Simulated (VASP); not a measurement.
Level of theory: PBE GGA, VASP's PBE PAW potentials (set 64) (plane waves; VASP).

A VASP calculation is set up with these files.

### POSCAR
```
Zn36O36
1
    4.9283490727    -8.5361523472     0.0000000000
    4.9283490727     8.5361523472     0.0000000000
    0.0000000000     0.0000000000    10.6049128450
Zn O
36 36
Direct
  0.2222220000   0.1111110000   0.2509183601
  0.1111110000   0.2222220000   0.0009183601
  0.2222220000   0.1111110000   0.7509183601
  0.1111110000   0.2222220000   0.5009183601
  0.2222220000   0.4444440000   0.2509183601
  0.1111110000   0.5555560000   0.0009183601
  0.2222220000   0.4444440000   0.7509183601
  0.1111110000   0.5555560000   0.5009183601
  0.2222220000   0.7777780000   0.2509183601
  0.1111110000   0.8888890000   0.0009183601
  0.2222220000   0.7777780000   0.7509183601
  0.1111110000   0.8888890000   0.5009183601
  0.5555560000   0.1111110000   0.2509183601
  0.4444440000   0.2222220000   0.0009183601
  0.5555560000   0.1111110000   0.7509183601
  0.4444440000   0.2222220000   0.5009183601
  0.5555560000   0.4444440000   0.2509183601
  0.4444440000   0.5555560000   0.0009183601
  0.5555560000   0.4444440000   0.7509183601
  0.4444440000   0.5555560000   0.5009183601
  0.5555560000   0.7777780000   0.2509183601
  0.4444440000   0.8888890000   0.0009183601
  0.5555560000   0.7777780000   0.7509183601
  0.4444440000   0.8888890000   0.5009183601
  0.8888890000   0.1111110000   0.2509183601
  0.7777780000   0.2222220000   0.0009183601
  0.8888890000   0.1111110000   0.7509183601
  0.7777780000   0.2222220000   0.5009183601
  0.8888890000   0.4444440000   0.2509183601
  0.7777780000   0.5555560000   0.0009183601
  0.8888890000   0.4444440000   0.7509183601
  0.7777780000   0.5555560000   0.5009183601
  0.8888890000   0.7777780000   0.2509183601
  0.7777780000   0.8888890000   0.0009183601
  0.8888890000   0.7777780000   0.7509183601
  0.7777780000   0.8888890000   0.5009183601
  0.2222220000   0.1111110000   0.4400816399
  0.1111110000   0.2222220000   0.1900816399
  0.2222220000   0.1111110000   0.9400816399
  0.1111110000   0.2222220000   0.6900816399
  0.2222220000   0.4444440000   0.4400816399
  0.1111110000   0.5555560000   0.1900816399
  0.2222220000   0.4444440000   0.9400816399
  0.1111110000   0.5555560000   0.6900816399
  0.2222220000   0.7777780000   0.4400816399
  0.1111110000   0.8888890000   0.1900816399
  0.2222220000   0.7777780000   0.9400816399
  0.1111110000   0.8888890000   0.6900816399
  0.5555560000   0.1111110000   0.4400816399
  0.4444440000   0.2222220000   0.1900816399
  0.5555560000   0.1111110000   0.9400816399
  0.4444440000   0.2222220000   0.6900816399
  0.5555560000   0.4444440000   0.4400816399
  0.4444440000   0.5555560000   0.1900816399
  0.5555560000   0.4444440000   0.9400816399
  0.4444440000   0.5555560000   0.6900816399
  0.5555560000   0.7777780000   0.4400816399
  0.4444440000   0.8888890000   0.1900816399
  0.5555560000   0.7777780000   0.9400816399
  0.4444440000   0.8888890000   0.6900816399
  0.8888890000   0.1111110000   0.4400816399
  0.7777780000   0.2222220000   0.1900816399
  0.8888890000   0.1111110000   0.9400816399
  0.7777780000   0.2222220000   0.6900816399
  0.8888890000   0.4444440000   0.4400816399
  0.7777780000   0.5555560000   0.1900816399
  0.8888890000   0.4444440000   0.9400816399
  0.7777780000   0.5555560000   0.6900816399
  0.8888890000   0.7777780000   0.4400816399
  0.7777780000   0.8888890000   0.1900816399
  0.8888890000   0.7777780000   0.9400816399
  0.7777780000   0.8888890000   0.6900816399
```

### INCAR
```
# general
SYSTEM  = Zn36O36
PREC    = Normal
ENCUT   = 400
LREAL   = Auto
LASPH   = .TRUE.

# electronic loop
EDIFF   = 1E-6
NELM    = 100
NELMIN  = 4
ALGO    = Fast
LMAXMIX = 4

# smearing
ISMEAR  = 0
SIGMA   = 0.05

# functional
GGA     = PE

# output
LWAVE   = .FALSE.
LCHARG  = .FALSE.
LORBIT  = 11
LVHAR   = .TRUE.
```

**KPOINTS**
```
K-points
0
gamma
 1 1 1
0 0 0
```

POTCAR, in this order: Zn O (PBE.64 set). Program: vasp_gam. Read from the step before: WAVECAR.

Q: What will the output report for the number of irreducible k-points (NKPTS), largest plane-wave count, number of space-group operations, FFT grid (NGX, NGY, NGZ)?

A: 
```yaml
number of irreducible k-points (NKPTS): 1
largest_plane_wave_count: 8085
number_of_space_group_operations: 12
FFT grid (NGX, NGY, NGZ): 48 × 48 × 54
```

The cell is a supercell, built from ZnO (wurtzite).
